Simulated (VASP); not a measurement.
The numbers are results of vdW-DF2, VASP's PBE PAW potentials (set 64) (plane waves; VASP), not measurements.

A VASP calculation is set up with these files.

**INCAR**
```
SYSTEM = SiO2
PREC = Accurate; ENCUT = 520; LREAL = .FALSE.
LASPH = .TRUE.
EDIFF = 1E-6; NELM = 100; ALGO = Normal
ISMEAR = 0; SIGMA = 0.05
GGA = ML; LUSE_VDW = .TRUE.; AGGAC = 0.0
ZAB_VDW = -1.8867
IBRION = 2; NSW = 60; ISIF = 3
EDIFFG = -0.02
LWAVE = .FALSE.; LCHARG = .FALSE.
```

KPOINTS:
```
kpoints
0
Gamma
  5 5 7
```

### POSCAR
```
SiO2
1
    4.1938818509     0.0000000000     0.0000000000
   -0.0000000000     4.1938818509     0.0000000000
    0.0000000000     0.0000000000     2.6825246477
Si O
2 4
Direct
  0.0000000000   0.0000000000   0.0000000000
  0.5000000000   0.5000000000   0.5000000000
  0.3057128375   0.3057128375   0.0000000000
  0.8057128375   0.1942871625   0.5000000000
  0.1942871625   0.8057128375   0.5000000000
  0.6942871625   0.6942871625   0.0000000000
```

POTCAR, in this order: Si O (PBE.64 set). Program: vasp_std.

Output of the run:

### OUTCAR
```
 ion  position               nearest neighbor table
   1  0.000  0.000  0.000-   4 1.77   5 1.77   4 1.77   5 1.77   3 1.81   6 1.81
   2  0.500  0.500  0.500-   3 1.77   6 1.77   3 1.77   6 1.77   5 1.81   4 1.81
   3  0.306  0.306  0.000-   2 1.77   2 1.77   1 1.81
   4  0.806  0.194  0.500-   1 1.77   1 1.77   2 1.81
   5  0.194  0.806  0.500-   1 1.77   1 1.77   2 1.81
   6  0.694  0.694  0.000-   2 1.77   2 1.77   1 1.81
  LATTYP: Found a simple tetragonal cell.
 ALAT       =     4.1938818509
 C/A-ratio  =     0.6396280923
 Subroutine PRICEL returns:
 Original cell was already a primitive cell.
 Subroutine GETGRP returns: Found 16 space group operations
The static configuration has the point symmetry D_2h.
 The point group associated with its full space group is D_4h.
The dynamic configuration has the point symmetry D_2h.
 Subroutine INISYM returns: Found 16 space group operations
 Subroutine IBZKPT returns following result:
 Found     24 irreducible k-points:

 Following reciprocal coordinates:
            Coordinates               Weight
  0.000000  0.000000  0.000000      1.000000
  0.200000  0.000000  0.000000      4.000000
  0.400000  0.000000  0.000000      4.000000
...
```

### OSZICAR
```
       N       E                     dE             d eps       ncg     rms          rms(c)
DAV:   1     0.173853425367E+03    0.17385E+03   -0.18464E+04   984   0.154E+03
DAV:   2    -0.349555912957E+02   -0.20881E+03   -0.20223E+03  1296   0.323E+02
DAV:   3    -0.421466143735E+02   -0.71910E+01   -0.71697E+01  1148   0.647E+01
DAV:   4    -0.422043807605E+02   -0.57766E-01   -0.57697E-01  1136   0.665E+00
DAV:   5    -0.422050137978E+02   -0.63304E-03   -0.63295E-03  1120   0.684E-01    0.181E+01
DAV:   6    -0.353534410383E+02    0.68516E+01   -0.28960E+01  1048   0.386E+01    0.628E+00
DAV:   7    -0.354823011211E+02   -0.12886E+00   -0.78982E-01  1116   0.655E+00    0.278E+00
DAV:   8    -0.355258732183E+02   -0.43572E-01   -0.38592E-02  1068   0.207E+00    0.111E+00
DAV:   9    -0.355391299943E+02   -0.13257E-01   -0.23412E-02  1064   0.158E+00    0.138E-01
DAV:  10    -0.355395051585E+02   -0.37516E-03   -0.97991E-04  1120   0.285E-01    0.533E-02
DAV:  11    -0.355394941511E+02    0.11007E-04   -0.14875E-04  1108   0.105E-01    0.146E-02
DAV:  12    -0.355394967360E+02   -0.25849E-05   -0.92512E-06  1124   0.246E-02    0.553E-03
DAV:  13    -0.355394967880E+02   -0.52030E-07   -0.12261E-06   672   0.996E-03
   1 F= -.35539497E+02 E0= -.35539497E+02  d E =-.355395E+02
       N       E                     dE             d eps       ncg     rms          rms(c)
DAV:   1    -0.375271690450E+02   -0.19877E+01   -0.48736E+01  1064   0.612E+01    0.112E+01
DAV:   2    -0.355598520381E+02    0.19673E+01   -0.83115E+00  1036   0.216E+01    0.194E+00
DAV:   3    -0.355218498379E+02    0.38002E-01   -0.19521E-01  1032   0.328E+00    0.105E+00
DAV:   4    -0.355014676253E+02    0.20382E-01   -0.24535E-02  1072   0.123E+00    0.263E-01
DAV:   5    -0.355005882059E+02    0.87942E-03   -0.28768E-03  1120   0.402E-01    0.605E-02
DAV:   6    -0.355006061331E+02   -0.17927E-04   -0.14041E-04  1080   0.915E-02    0.126E-02
DAV:   7    -0.355006044872E+02    0.16459E-05   -0.55067E-06  1132   0.178E-02    0.583E-03
DAV:   8    -0.355006043093E+02    0.17785E-06   -0.41454E-07   628   0.578E-03
   2 F= -.35500604E+02 E0= -.35500604E+02  d E =0.388925E-01
       N       E                     dE             d eps       ncg     rms          rms(c)
DAV:   1    -0.362581193102E+02   -0.75751E+00   -0.14682E+01  1068   0.350E+01    0.614E+00
DAV:   2    -0.356841461221E+02    0.57397E+00   -0.23518E+00  1044   0.114E+01    0.119E+00
DAV:   3    -0.356720256655E+02    0.12120E-01   -0.70792E-02  1048   0.195E+00    0.536E-01
DAV:   4    -0.356664391436E+02    0.55865E-02   -0.71624E-03  1064   0.684E-01    0.146E-01
DAV:   5    -0.356661914323E+02    0.24771E-03   -0.77333E-04  1112   0.213E-01    0.547E-02
DAV:   6    -0.356662083034E+02   -0.16871E-04   -0.56176E-05  1068   0.555E-02    0.686E-03
DAV:   7    -0.356662085539E+02   -0.25048E-06   -0.15153E-06   724   0.102E-02
   3 F= -.35666209E+02 E0= -.35666209E+02  d E =-.126712E+00
       N       E                     dE             d eps       ncg     rms          rms(c)
DAV:   1    -0.356663925228E+02   -0.18422E-03   -0.42398E-03  1076   0.588E-01    0.104E-01
DAV:   2    -0.356662284671E+02    0.16406E-03   -0.67298E-04  1064   0.195E-01    0.197E-02
DAV:   3    -0.356662245693E+02    0.38978E-05   -0.19732E-05  1060   0.325E-02    0.938E-03
DAV:   4    -0.356662223311E+02    0.22382E-05   -0.18623E-06   668   0.116E-02    0.237E-03
DAV:   5    -0.356662222663E+02    0.64814E-07   -0.24272E-07   528   0.440E-03
   4 F= -.35666222E+02 E0= -.35666222E+02  d E =-.126725E+00
       N       E                     dE             d eps       ncg     rms          rms(c)
DAV:   1    -0.356702472283E+02   -0.40249E-02   -0.31463E+00   968   0.150E+01    0.478E-01
DAV:   2    -0.356743143512E+02   -0.40671E-02   -0.81109E-02  1128   0.223E+00    0.215E-01
DAV:   3    -0.356731678736E+02    0.11465E-02   -0.15805E-03  1124   0.397E-01    0.102E-01
DAV:   4    -0.356729638348E+02    0.20404E-03   -0.10949E-03  1096   0.300E-01    0.225E-02
DAV:   5    -0.356729810065E+02   -0.17172E-04   -0.14254E-04  1108   0.950E-02    0.149E-02
DAV:   6    -0.356729813533E+02   -0.34686E-06   -0.41667E-06  1048   0.189E-02
   5 F= -.35672981E+02 E0= -.35672981E+02  d E =-.675909E-02
       N       E                     dE             d eps       ncg     rms          rms(c)
DAV:   1    -0.356729954842E+02   -0.14478E-04   -0.94237E-03   972   0.824E-01    0.275E-02
DAV:   2    -0.356730068054E+02   -0.11321E-04   -0.25118E-04  1132   0.124E-01    0.122E-02
DAV:   3    -0.356730032160E+02    0.35894E-05   -0.50613E-06  1096   0.227E-02    0.567E-03
DAV:   4    -0.356730027681E+02    0.44788E-06   -0.37734E-06   940   0.177E-02
   6 F= -.35673003E+02 E0= -.35673003E+02  d E =-.678050E-02
       N       E                     dE             d eps       ncg     rms          rms(c)
DAV:   1    -0.356770299721E+02   -0.40268E-02   -0.26914E-01  1048   0.449E+00    0.391E-01
DAV:   2    -0.356752248702E+02    0.18051E-02   -0.83177E-03  1116   0.741E-01    0.191E-01
DAV:   3    -0.356745131595E+02    0.71171E-03   -0.97724E-04  1132   0.259E-01    0.606E-02
DAV:   4    -0.356744416664E+02    0.71493E-04   -0.19341E-04  1124   0.116E-01    0.105E-02
DAV:   5    -0.356744409844E+02    0.68201E-06   -0.12776E-05  1104   0.294E-02    0.622E-03
DAV:   6    -0.356744406101E+02    0.37435E-06   -0.70452E-07   600   0.899E-03
   7 F= -.35674441E+02 E0= -.35674441E+02  d E =-.143784E-02
```

**OUTCAR**
```
------------------------ aborting loop because EDIFF is reached ----------------------------------------
  FORCE on cell =-STRESS in cart. coord.  units (eV):
  Direction    XX          YY          ZZ          XY          YZ          ZX
  --------------------------------------------------------------------------------------
  Total       -0.0103735     -0.0103735     -0.0696439      0.0000000      0.0000000      0.0000000
  in kB       -0.3324190     -0.3324190     -2.2317478      0.0000000      0.0000000      0.0000000
  external PRESSURE =      -0.9655286 kB  Pullay stress =       0.0000000 kB
  volume of cell :       50.00
      direct lattice vectors                 reciprocal lattice vectors
     4.282383693  0.000000000  0.000000000     0.233514807  0.000000000  0.000000000
    -0.000000000  4.282383693  0.000000000    -0.000000000  0.233514807  0.000000000
     0.000000000  0.000000000  2.726322105     0.000000000  0.000000000  0.366794517
 POSITION                                       TOTAL-FORCE (eV/Angst)
 -----------------------------------------------------------------------------------
      0.00000      0.00000      0.00000         0.000000      0.000000     -0.000000
      2.14119      2.14119      1.36316         0.000000      0.000000     -0.000000
      1.31801      1.31801      2.72632         0.002449      0.002449     -0.000000
      3.45920      0.82318      1.36316         0.002449     -0.002449      0.000000
      0.82318      3.45920      1.36316        -0.002449      0.002449     -0.000000
      2.96437      2.96437      0.00000        -0.002449     -0.002449      0.000000
 -----------------------------------------------------------------------------------
    total drift:                                0.000000     -0.000000      0.000000
  FREE ENERGIE OF THE ION-ELECTRON SYSTEM (eV)
  ---------------------------------------------------
  free  energy   TOTEN  =       -35.6744406101 eV

  energy  without entropy=      -35.6744406101  energy(sigma->0) =      -35.67444061

 reached required accuracy - stopping structural energy minimisation
```
(Selected blocks of OUTCAR.)

CONTCAR:
```
SiO2
   1.00000000000000
     4.2823836926890522    0.0000000000000000    0.0000000000000000
    -0.0000000000000000    4.2823836926890522    0.0000000000000000
     0.0000000000000000    0.0000000000000000    2.7263221051142330
  Si              O
     2     4
Direct
     0.0000000000000000    0.0000000000000000    0.0000000000000000
     0.5000000000000000    0.5000000000000000    0.5000000000000000
     0.3077753113334595    0.3077753113334595    1.0000000000000000
     0.8077753113334594    0.1922246886665405    0.5000000000000000
     0.1922246886665405    0.8077753113334594    0.5000000000000000
     0.6922246886665406    0.6922246886665406    0.0000000000000000
```

Energy and stress use the plane-wave basis of the starting cell.

The compound is SiO2 in the rutile structure, stishovite, a high-pressure form. This run relaxes it. Symmetry was kept, so distortions that lower it aren't found.
